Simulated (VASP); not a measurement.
These are PBEsol GGA, VASP's PBE PAW potentials (set 64) (plane waves; VASP) values and carry that method's errors.

The input files of a VASP run:

KPOINTS:
```
k-points along high-symmetry lines
15
Line-mode
Reciprocal
  0.000000   0.000000   0.000000 ! GAMMA
  0.500000   0.000000   0.500000 ! X

  0.500000   0.000000   0.500000 ! X
  0.625000   0.250000   0.625000 ! U

  0.375000   0.375000   0.750000 ! K
  0.000000   0.000000   0.000000 ! GAMMA

  0.000000   0.000000   0.000000 ! GAMMA
  0.500000   0.500000   0.500000 ! L

  0.500000   0.500000   0.500000 ! L
  0.500000   0.250000   0.750000 ! W

  0.500000   0.250000   0.750000 ! W
  0.500000   0.000000   0.500000 ! X
```

### POSCAR
```
AuAl2
1
    0.0000000000     3.0000000000     3.0000000000
    3.0000000000     0.0000000000     3.0000000000
    3.0000000000     3.0000000000     0.0000000000
Al Au
2 1
Direct
  0.2500000000   0.2500000000   0.2500000000
  0.7500000000   0.7500000000   0.7500000000
  0.0000000000   0.0000000000   0.0000000000
```

INCAR:
```
LMAXMIX=6   # l cut-off of mixed one-centre charges
GGA=PS   # PBEsol
SYSTEM=AuAl2
LORBIT=11
NELM=100
LWAVE=.FALSE.
ISMEAR=0   # Gaussian
LREAL=.FALSE.
LCHARG=.FALSE.
ENCUT=400   # plane-wave cut-off (eV)
PREC=Accurate
SIGMA=0.05
ALGO=Normal
ICHARG=11   # fixed density
LASPH=.TRUE.
EDIFF=1E-7   # SCF stop (eV)
```

POTCAR, in this order: Al Au (PBE.64 set). Program: vasp_std. Read from the step before: CHGCAR.

Output of the run:

File OSZICAR:
```
       N       E                     dE             d eps       ncg     rms          rms(c)
DAV:   1     0.506924930335E+02    0.50692E+02   -0.61130E+03  2272   0.929E+02
DAV:   2    -0.114079655797E+02   -0.62100E+02   -0.57714E+02  2428   0.185E+02
DAV:   3    -0.128367713727E+02   -0.14288E+01   -0.13882E+01  2748   0.271E+01
DAV:   4    -0.128510886345E+02   -0.14317E-01   -0.14296E-01  2596   0.294E+00
DAV:   5    -0.128513273673E+02   -0.23873E-03   -0.23870E-03  2736   0.400E-01
DAV:   6    -0.128513332780E+02   -0.59106E-05   -0.59104E-05  2660   0.609E-02
DAV:   7    -0.128513334682E+02   -0.19028E-06   -0.18960E-06  2708   0.109E-02
DAV:   8    -0.128513334742E+02   -0.59554E-08   -0.60684E-08  2016   0.187E-03
   1 F= -.12851333E+02 E0= -.12851005E+02  d E =-.656256E-03
```

File OUTCAR:
```
 val. band max:        8.8942835483   @ k =   0.1429   0.0000   0.1429

 cond. band min:       8.9782410974   @ k =   0.5000   0.0000   0.5000



 k-point     1 :       0.0000    0.0000    0.0000
  band No.  band energies     occupation
      1      -2.8743      2.00000
      2       1.0834      2.00000
      3       1.0834      2.00000
      4       1.0834      2.00000
      5       2.0444      2.00000
      6       2.0444      2.00000
      7       9.9633      0.00000
      8      10.6145      0.00000
      9      10.6145      0.00000
     10      10.6145      0.00000
     11      11.6182      0.00000
     12      11.6182      0.00000

 k-point     2 :       0.0357    0.0000    0.0357
  band No.  band energies     occupation
      1      -2.8519      2.00000
      2       1.0737      2.00000
      3       1.0903      2.00000
      4       1.0903      2.00000
      5       2.0378      2.00000
      6       2.0480      2.00000
      7       9.9202      0.00000
      8      10.3165      0.00000
      9      10.3165      0.00000
     10      10.4698      0.00000
     11      11.7046      0.00000
     12      11.9396      0.00000

 k-point     3 :       0.0714    0.0000    0.0714
  band No.  band energies     occupation
      1      -2.7846      2.00000
      2       1.0452      2.00000
      3       1.1109      2.00000
      4       1.1109      2.00000
      5       2.0184      2.00000
      6       2.0589      2.00000
      7       9.7935      0.00000
      8       9.7935      0.00000
      9       9.8129      0.00000
     10      10.0840      0.00000
     11      11.9399      0.00000
     12      12.5327      0.00000

 k-point     4 :       0.1071    0.0000    0.1071
  band No.  band energies     occupation
      1      -2.6728      2.00000
      2       0.9998      2.00000
      3       1.1451      2.00000
      4       1.1451      2.00000
      5       1.9869      2.00000
      6       2.0763      2.00000
      7       9.2485      0.00000
...
```

The density is held fixed in this step, so its total energy and stress have no physical meaning. Unless said otherwise, spin-orbit coupling is left out, though it shifts the bands of the heavy elements here.

The compound is AuAl2 in the fluorite structure. The cell was not relaxed at this level. The electron count is odd and the run is not spin-polarised, which forces a metal.
